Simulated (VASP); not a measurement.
An input for Ansatz (written as the equivalent of a VASP run, and not itself run):

Ansatz 0.2 input:
```yaml
crystal:
  lattice:
    - [0.0000000, 1.9750000, 1.9750000]
    - [1.9750000, 0.0000000, 1.9750000]
    - [1.9750000, 1.9750000, 0.0000000]
  atoms:
    - { symbol: Re, position: [0.0000000, 0.0000000, 0.0000000] }
kpoints:
  mp_grid: { grid: [10, 10, 10] }
hamiltonian:
  xc: lda
  pseudopotentials: { kind: paw }
magnetization: { noncollinear: true, spin_orbit: true }
scf:
  occupations: { method: fermi_dirac, width: 0.05 }
  max_iter: 100
output: { forces: true, stress: true, eigenvalues: true }
```

Translate this input to VASP (INCAR, KPOINTS, POSCAR, choice of POTCAR).

This is not unique; one that fits is 
### INCAR
```
SYSTEM = Re
PREC = Accurate; ENCUT = 300; LREAL = F
LASPH = T
EDIFF = 1E-6; NELM = 100; ALGO = Normal
LMAXMIX = 6
ISMEAR = -1; SIGMA = 0.05
GGA_COMPAT = F
MAGMOM = 3*0.0; LSORBIT = T; LNONCOLLINEAR = T
ISIF = 2
LWAVE = F; LCHARG = F; LORBIT = 11
```

KPOINTS:
```
Automatic mesh
0
Gamma
10 10 10
0 0 0
```

### POSCAR
```
Re
2.7930720
  0.0000000000   0.7071067269   0.7071067269
  0.7071067269   0.0000000000   0.7071067269
  0.7071067269   0.7071067269   0.0000000000
Re
1
Cart
  0.0000000000   0.0000000000   0.0000000000
```

POTCAR, in this order: Re (LDA.64 set). Program: vasp_ncl.

What does not carry over: each code has its own PAW files, so the cut-off isn't converted (ENCUT is set for VASP's; basis.ecutwfc is left out, and Ansatz then takes the one that its files recommend); Ansatz stops its SCF on the density residual and VASP on the energy change (EDIFF); Ansatz's lda is the Perdew-Wang form, while the LDA potentials of VASP carry Perdew-Zunger's.

The structure comes from a measured Re entry of the Crystallography Open Database, whose conditions weren't checked. The cell was not relaxed at this level. The run is one of a series of settings (GGA_COMPAT = .FALSE., LNONCOLLINEAR = .TRUE., LSORBIT = .TRUE., MAGMOM = 0.0 0.0 0.0, program vasp_ncl against the base run), some of them coarse on purpose.
